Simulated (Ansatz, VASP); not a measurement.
**Si11Ge4O30 (germanium-doped silica glass) in two plane-wave programs**

One calculation is typed for both programs; each brings its own data sets. How far apart do they land? The structure shown is the start of the Ansatz relaxation below; VASP solves that cell, so the two are compared at the walk's first step.

Calculated with Ansatz 0.2.0; plane waves, with VASP 6.6.1 beside it; single point at PBE.

### Step 1. Set-up

The cell holds 45 atoms: 4 Ge, 11 Si and 30 O. Cell: a = 8.746 Å, b = 8.746 Å, c = 8.746 Å, α = 90.0°, β = 90.0°, γ = 90.0°. As first built, before any earlier steps moved the atoms (in the runner's words): kind germanium-doped silica glass; units_of_the_quenched_model {'SiO2': 11, 'GeO2': 4}; melt_K 4000; rate_K_ps 20; atoms 45.

### Step 2. Ansatz: relaxation, PBE

Ansatz runs on its PAW soft_1 files.

The two programs are compared at the cell with which this relaxation starts, whose forces are those of its first step.

input.yaml

```yaml
crystal:
  lattice:
    - [8.7463211927, 0.0, 0.0]
    - [0.0, 8.7463211927, 0.0]
    - [0.0, 0.0, 8.7463211927]
  atoms:
    - { symbol: Ge, position: [0.812449, 0.029472, 0.46383] }
    - { symbol: Ge, position: [0.003662, 0.269475, 0.694897] }
    - { symbol: Ge, position: [0.351271, 0.700574, 0.505698] }
    - { symbol: Ge, position: [0.511725, 0.543639, 0.886233] }
    - { symbol: Si, position: [0.01116, 0.559598, 0.118853] }
    - { symbol: Si, position: [0.311902, 0.343323, 0.502432] }
    - { symbol: Si, position: [0.530163, 0.737048, 0.178143] }
    - { symbol: Si, position: [0.974249, 0.68844, 0.457003] }
    - { symbol: Si, position: [0.472348, 0.032966, 0.629279] }
    - { symbol: Si, position: [0.262194, 0.760527, 0.973323] }
    - { symbol: Si, position: [0.052743, 0.027162, 0.961857] }
    - { symbol: Si, position: [0.195743, 0.250671, 0.160356] }
    - { symbol: Si, position: [0.488342, 0.188089, 0.941732] }
    - { symbol: Si, position: [0.842791, 0.561361, 0.786443] }
    - { symbol: Si, position: [0.745326, 0.009578, 0.115463] }
    - { symbol: O, position: [0.542397, 0.579942, 0.081518] }
    - { symbol: O, position: [0.641046, 0.020164, 0.558564] }
    - { symbol: O, position: [0.155014, 0.887968, 0.909278] }
    - { symbol: O, position: [0.468695, 0.065171, 0.808382] }
    - { symbol: O, position: [0.163714, 0.660816, 0.09361] }
    - { symbol: O, position: [0.670334, 0.618354, 0.800332] }
    - { symbol: O, position: [0.337514, 0.226256, 0.043168] }
    - { symbol: O, position: [0.896301, 0.852655, 0.453018] }
    - { symbol: O, position: [0.267449, 0.310313, 0.321834] }
    - { symbol: O, position: [0.402696, 0.826238, 0.071171] }
    - { symbol: O, position: [0.153533, 0.352479, 0.59997] }
    - { symbol: O, position: [0.517858, 0.352609, 0.864803] }
    - { symbol: O, position: [0.878674, 0.984826, 0.991772] }
    - { symbol: O, position: [0.398434, 0.188686, 0.554554] }
    - { symbol: O, position: [0.066223, 0.381571, 0.122443] }
    - { symbol: O, position: [0.387551, 0.872299, 0.596811] }
    - { symbol: O, position: [0.394604, 0.505791, 0.537799] }
    - { symbol: O, position: [0.111318, 0.08689, 0.134335] }
    - { symbol: O, position: [0.862788, 0.379749, 0.772617] }
    - { symbol: O, position: [0.459107, 0.722573, 0.341104] }
    - { symbol: O, position: [0.677005, 0.842923, 0.164013] }
    - { symbol: O, position: [0.157254, 0.696581, 0.472929] }
    - { symbol: O, position: [0.94322, 0.607418, 0.285998] }
    - { symbol: O, position: [0.070293, 0.162429, 0.843944] }
    - { symbol: O, position: [0.34327, 0.641935, 0.85518] }
    - { symbol: O, position: [0.788304, 0.083014, 0.277586] }
    - { symbol: O, position: [0.926626, 0.59294, 0.95214] }
    - { symbol: O, position: [0.922899, 0.14926, 0.566839] }
    - { symbol: O, position: [0.913965, 0.611016, 0.618702] }
    - { symbol: O, position: [0.62582, 0.124361, 0.040773] }
  symmetry: { detect: false }
kpoints:
  mp_grid: { grid: [2, 2, 2] }
scf:
  occupations: { method: fermi_dirac, width: 0.05 }
hamiltonian:
  xc: pbe
  pseudopotentials: { kind: paw, azcp: { folder: soft_1 } }
output:
  forces: true
  stress: true
relax:
  f_tol: 0.04
  max_steps: 100
  escape_saddle: false
  cell: { stress_tol: 0.4, fix: [] }
```

Run with:

```console
ansatz run input.yaml --threads 6 --pin off --max-ram 15360MiB --backend cpu --events-out ev --progress --plain --runs-dir out
```

Numbers of over 12 decimals in the logs are rounded to 6 here.

The log of the run:

```text
Engine: ansatz 0.2.0, x86_64-unknown-linux-gnu
Pseudopotentials: kind: paw
Pseudopotential: Ge, paw, valence charge 14, recommended cutoff 420 eV (normal), soft_1/Ge.paw.azcp
Pseudopotential: Si, paw, valence charge 4, recommended cutoff 420 eV (normal), soft_1/Si.paw.azcp
Pseudopotential: O, paw, valence charge 6, recommended cutoff 420 eV (normal), soft_1/O.paw.azcp
Functional definition: PBE
  parameter kappa = 0.804
  parameter beta = 0.066725
  exchange = pbe_x(kappa = kappa, mu = beta*pi^2/3)
  correlation = pbe_c(beta = beta)
Crystal: 45 atoms, lattice volume = 669.077 Å³
Basis set: ecut = 420 eV, 13133 PW (Γ), exchange–correlation on 120×120×120 points (8 copies of the dense FFT grid, shifted against one another)
Bands: 185, of which v1, the nominal top of the filled ones, is band 140 counted from 1 (139 counted from 0)
Symmetry: 1 space group operations
k-points: 8
Non-local potential: Ge, projectors of the file, l = 0: 2, l = 1: 2, l = 2: 3, l = 3: 1
Non-local potential: Si, projectors of the file, l = 0: 2, l = 1: 2, l = 2: 1
Non-local potential: O, projectors of the file, l = 0: 2, l = 1: 2, l = 2: 1
PAW form: soft (Blöchl's): semilocal exchange-correlation on the pseudo side does not see the compensation charge
PAW one-centre angular grid: Ge, 590 points (default); XC on 64 Gauss nodes
PAW one-centre angular grid: Si, 110 points (default); XC on 64 Gauss nodes
PAW one-centre angular grid: O, 110 points (default); XC on 64 Gauss nodes
Initial density: superposition of atomic densities (chi_scale 0.1, normalization cell, long waves kept (reshape's long-wave potential 0.43 eV rms))
Initial wavefunctions: pseudopotential atomic-orbital guess
Functional: x = pbe(κ = 0.804, μ = 0.219515), c = pbe(β = 0.066725)
SCF iter   1: F=—  HF=-41252.354797 eV  |F-HF|=—  |Δ(HF+E_count)|=         —  Δρ=1.19e-1  dr2=8.18e1  ethr=3.10e-3  ⟨swp⟩=6.0  Hψ=6994  notcnv=0  defer=123
preconditioner: auto → Resta (q_TF=auto, 2.360 Å⁻¹)  ε∞=2.7  [insulator: Δε(μ)=4.633 eV  Ē_g=17.113 eV  σ=0.050 eV  W_gap=1.00  n_scr=146 (ndim 8)  ℏωp=22.2 eV  f_vac=0.154  D(μ)=0.00/eV (n_scr^D=0)  ε∞_Penn≈2.7]
SCF iter   2: F=—  HF=-41229.230419 eV  |F-HF|=—  |Δ(HF+E_count)|=    2.31e1  Δρ=4.28e-2  dr2=6.27e0  ethr=3.10e-3  ⟨swp⟩=3.0  Hψ=3063  notcnv=0  defer=323
SCF iter   3: F=—  HF=-41228.108725 eV  |F-HF|=—  |Δ(HF+E_count)|=    1.12e0  Δρ=1.90e-2  dr2=1.70e0  ethr=2.24e-3  ⟨swp⟩=3.0  Hψ=1364  notcnv=0  defer=323
SCF iter   4: F=—  HF=-41227.920215 eV  |F-HF|=—  |Δ(HF+E_count)|=   1.89e-1  Δρ=3.11e-3  dr2=5.89e-2  ethr=6.09e-4  ⟨swp⟩=3.1  Hψ=2812  notcnv=0  defer=322
SCF iter   5: F=—  HF=-41227.921165 eV  |F-HF|=—  |Δ(HF+E_count)|=   9.50e-4  Δρ=1.50e-3  dr2=1.52e-2  ethr=2.10e-5  ⟨swp⟩=2.0  Hψ=2316  notcnv=0  defer=322
SCF iter   6: F=—  HF=-41227.932355 eV  |F-HF|=—  |Δ(HF+E_count)|=   1.12e-2  Δρ=6.67e-4  dr2=2.77e-3  ethr=5.41e-6  ⟨swp⟩=2.0  Hψ=1942  notcnv=0  defer=322
SCF iter   7: F=—  HF=-41227.932769 eV  |F-HF|=—  |Δ(HF+E_count)|=   4.15e-4  Δρ=1.89e-4  dr2=2.88e-4  ethr=9.89e-7  ⟨swp⟩=2.4  Hψ=2371  notcnv=0  defer=317
SCF iter   8: F=—  HF=-41227.932891 eV  |F-HF|=—  |Δ(HF+E_count)|=   1.22e-4  Δρ=6.84e-5  dr2=3.48e-5  ethr=1.03e-7  ⟨swp⟩=2.0  Hψ=1899  notcnv=0  defer=317
SCF iter   9: F=—  HF=-41227.932596 eV  |F-HF|=—  |Δ(HF+E_count)|=   2.95e-4  Δρ=4.59e-5  dr2=1.05e-5  ethr=1.24e-8  ⟨swp⟩=2.0  Hψ=2560  notcnv=0  defer=317
SCF iter  10: F=—  HF=-41227.932593 eV  |F-HF|=—  |Δ(HF+E_count)|=   3.14e-6  Δρ=9.84e-6  dr2=6.67e-7  ethr=3.75e-9  ⟨swp⟩=2.0  Hψ=2243  notcnv=0  defer=317
SCF iter  11: F=—  HF=-41227.932593 eV  |F-HF|=—  |Δ(HF+E_count)|=   2.12e-7  Δρ=4.36e-6  dr2=1.20e-7  ethr=3.57e-11  ⟨swp⟩=5.0  Hψ=5278  notcnv=0
SCF iter  12: F=-41227.932593 eV  HF=-41227.932593 eV  |F-HF|=1.19e-8  |Δ(HF+E_count)|=   4.44e-8  Δρ=1.59e-6  dr2=1.65e-8  ethr=3.57e-11  ⟨swp⟩=4.6  Hψ=4445  notcnv=0
SCF 1 converged in 12 iterations: F = -41227.932593 eV  dr2 = 1.65e-8
  greatest PAW one-centre occupation: 0.999 electrons in one spin orbital (limit 2), on the Ge atom at site 2 (counted from 0), in its partial waves of l = 2
relax step   1: F+E_penalty+E_count = -41227.93259261 eV  Δ(F+E_penalty+E_count) = +0.000e0 eV  max|allowed force component| = 2.610e0 eV/Å  Δτ_max = 0.0000 Å  P = +5.361 GPa  Ω = 669.077 Å³  (12 SCF iters, dr2 threshold 1.00e-7 eV, accepted)
Crystal: 45 atoms, lattice volume = 681.493 Å³
Basis set: ecut = 420 eV, 13333 PW (Γ), exchange–correlation on 120×120×120 points (8 copies of the dense FFT grid, shifted against one another)
Initial density: handed on by an earlier stage of this run
Initial wavefunctions: those handed on with the density
iter 1 solved again at ethr=1.70e-4 eV; its pass at ethr=3.10e-3 eV (dr2=4.75e-1 eV) is discarded
SCF iter   1: F=—  HF=-41229.406983 eV  |F-HF|=—  |Δ(HF+E_count)|=         —  Δρ=1.24e-2  dr2=4.79e-1  ethr=1.70e-4  ⟨swp⟩=6.8  Hψ=7871  notcnv=0  defer=1
[...]
SCF iter   3: F=—  HF=-41230.943253 eV  |F-HF|=—  |Δ(HF+E_count)|=   9.30e-5  Δρ=2.09e-5  dr2=1.73e-6  ethr=5.71e-9  ⟨swp⟩=2.0  Hψ=2440  notcnv=0
SCF iter   4: F=-41230.943254 eV  HF=-41230.943254 eV  |F-HF|=4.18e-8  |Δ(HF+E_count)|=   3.25e-7  Δρ=3.07e-6  dr2=2.65e-8  ethr=1.03e-11  ⟨swp⟩=4.0  Hψ=6608  notcnv=0
[...]
SCF converged after 4 iterations
Free energy (F): -41230.943254 eV
Harris-Foulkes:  -41230.943254 eV  (|F-HF|=4.18e-8)
Internal energy: -41230.943254 eV  (E = F + TS)
E sigma→0 (E₀):  -41230.943254 eV
Fermi energy:    3.718436 eV
--- Per-component energies (eV) ---
  E_band       = -2090.867335
  E_kinetic    = 5978.707204
  E_local      = -29145.546667  (includes V_loc(G=0)·N_el)
  E_nonlocal   = 2715.310363
  E_hartree    = 12233.148086
  E_xc         = -3053.748469
  E_vxc        = -3526.279345  (∫ρ·V_xc dr)
  E_paw        = -18625.725337  (= ΣΔE_a)
  E_vpaw       = -2579.378292  (= ΣTr[D̂ρ^β])
  E_aug_tail   = 0.024467  (compensation charges beyond the density's cutoff)
  E_ewald      = -11333.112900
  E_smearing   = -0.000000  (= −TS)
  E_closure    = -0.000000  (closes the sum)
  Σ components = -41230.943254   (vs F -41230.943254, Δ=0.00e0)
--- Forces (eV/Å), atoms counted from 1 ---
  atom   1  Ge    -0.00041032    -0.00824450    -0.00254686
  atom   2  Ge    -0.00078815     0.00512035    -0.00847826
  atom   3  Ge     0.00209722     0.00389993     0.00026101
  atom   4  Ge    -0.00274051     0.01032101     0.00517580
  atom   5  Si     0.00105618     0.01056741     0.00250429
  atom   6  Si    -0.00045354    -0.00125887     0.00304066
  atom   7  Si     0.00066777     0.00687492     0.00015957
  atom   8  Si    -0.00327633     0.00586802     0.00402776
  atom   9  Si    -0.00159433    -0.00723311    -0.00816204
  atom  10  Si     0.00415931    -0.00282924    -0.00062499
  atom  11  Si     0.00261327    -0.00991628     0.00677996
  atom  12  Si    -0.00047010    -0.00568318     0.00322206
  atom  13  Si     0.00221119    -0.00056015     0.00083857
  atom  14  Si     0.00414177     0.00893440    -0.00947259
  atom  15  Si    -0.00054808    -0.00613219     0.00831786
  atom  16  O      0.00179237    -0.00428619     0.00092990
  atom  17  O     -0.00079867     0.00164248     0.00201743
  atom  18  O     -0.00401028     0.00399527    -0.00163060
  atom  19  O     -0.00286449     0.00203714     0.00123402
  atom  20  O     -0.00271748    -0.00040137    -0.00179570
  atom  21  O      0.00008541    -0.00341548     0.00098346
  atom  22  O     -0.00020980    -0.00022911    -0.00042974
  atom  23  O      0.00510002    -0.00375339    -0.00069870
  atom  24  O      0.00062115     0.00088215    -0.00077645
[...]
atom  38  O     -0.00076718    -0.00160193    -0.00522017
  atom  39  O     -0.00043916    -0.00221676     0.00086801
  atom  40  O      0.00025202    -0.00109626    -0.00022811
  atom  41  O     -0.00049656     0.00147217     0.00065955
  atom  42  O     -0.00014457    -0.00188962     0.00203760
  atom  43  O      0.00121386     0.00505226     0.00253776
  atom  44  O     -0.00326582    -0.00806367     0.00718213
  atom  45  O     -0.00064676     0.00231747    -0.00350835
  max |Σ_I F_I| component: 6.17e-5 eV/Å
--- Stress (GPa, compression-positive) ---
        0.177240       0.128159       0.048274
        0.128166       0.044024      -0.067060
        0.048274      -0.067061      -0.083846
  P = ⅓ Tr σ = 0.0458 GPa (0.458 kbar)
--- Relaxed structure (8 steps of the walk, 8 accepted, 1 SCFs on fresh bases) ---
  F+E_penalty+E_count = -41230.94325370 eV   max|allowed force component| = 1.057e-2 eV/Å   (the final SCF, on the basis selected at the relaxed cell)
  cell:  # Å, volume = 666.2597 Å³
    - [8.966662, 0.193422, 0.112182]
    - [0.193422, 8.755231, -0.166066]
    - [0.112182, -0.166066, 8.495517]
  atoms:
    - { symbol: Ge, position: [0.802321, 0.025931, 0.474363] }
    - { symbol: Ge, position: [0.00940019, 0.244526, 0.696591] }
    - { symbol: Ge, position: [0.349357, 0.700379, 0.491487] }
    - { symbol: Ge, position: [0.533318, 0.549736, 0.877055] }
    - { symbol: Si, position: [0.017421, 0.547217, 0.107484] }
    - { symbol: Si, position: [0.297179, 0.337876, 0.511672] }
    - { symbol: Si, position: [0.527440, 0.748968, 0.171472] }
    - { symbol: Si, position: [0.983502, 0.691021, 0.448037] }
    - { symbol: Si, position: [0.464112, 0.034463, 0.629889] }
    - { symbol: Si, position: [0.264014, 0.741700, 0.984130] }
    - { symbol: Si, position: [0.055001, 0.018219, 0.984418] }
    - { symbol: Si, position: [0.189801, 0.257907, 0.161947] }
    - { symbol: Si, position: [0.478977, 0.210356, 0.939499] }
    - { symbol: Si, position: [0.857589, 0.556332, 0.775468] }
    - { symbol: Si, position: [0.728618, 0.030306, 0.126666] }
    - { symbol: O, position: [0.568299, 0.583793, 0.079117] }
    - { symbol: O, position: [0.645975, 0.014937, 0.601146] }
    - { symbol: O, position: [0.138297, 0.858489, 0.918508] }
    - { symbol: O, position: [0.432345, 0.074175, 0.817604] }
    - { symbol: O, position: [0.180470, 0.622302, 0.094390] }
    - { symbol: O, position: [0.682876, 0.620739, 0.766949] }
    - { symbol: O, position: [0.342511, 0.269999, 0.057357] }
    - { symbol: O, position: [0.876175, 0.841910, 0.431082] }
    - { symbol: O, position: [0.223470, 0.318116, 0.339277] }
    - { symbol: O, position: [0.380490, 0.831587, 0.094631] }
    - { symbol: O, position: [0.162004, 0.351967, 0.644439] }
    - { symbol: O, position: [0.525756, 0.353966, 0.833629] }
    - { symbol: O, position: [0.879822, 0.994496, 1.019862] }
    - { symbol: O, position: [0.402959, 0.182118, 0.531218] }
    - { symbol: O, position: [0.050945, 0.362965, 0.096446] }
    - { symbol: O, position: [0.377638, 0.875252, 0.599334] }
    - { symbol: O, position: [0.382447, 0.501283, 0.532394] }
    - { symbol: O, position: [0.133510, 0.082652, 0.145141] }
    - { symbol: O, position: [0.859855, 0.369143, 0.758747] }
    - { symbol: O, position: [0.497063, 0.715457, 0.354120] }
    - { symbol: O, position: [0.661590, 0.863966, 0.152435] }
    - { symbol: O, position: [0.161323, 0.725467, 0.441161] }
    - { symbol: O, position: [0.947117, 0.589635, 0.285587] }
    - { symbol: O, position: [0.079964, 0.135091, 0.845321] }
    - { symbol: O, position: [0.360698, 0.648723, 0.839404] }
    - { symbol: O, position: [0.756801, 0.113020, 0.298164] }
    - { symbol: O, position: [0.921631, 0.598411, 0.952776] }
    - { symbol: O, position: [0.955163, 0.125692, 0.541047] }
    - { symbol: O, position: [0.945136, 0.620069, 0.620948] }
    - { symbol: O, position: [0.619592, 0.148792, 0.038320] }
```

(Part 1 of 2 ends here.)

[Lines on the potential files, build, host, timing and source positions are cut from VASP's logs without a mark.]

[Logs are printed without paths, hosts, clocks, repeated set-up lines and the standing remarks that a program may print on its own settings, such as how far it seeks lower states.]

[Hosts, paths, dates, database ids (printed as entryN), source tags and the programs' standing remarks are cut or masked in the printed files.]
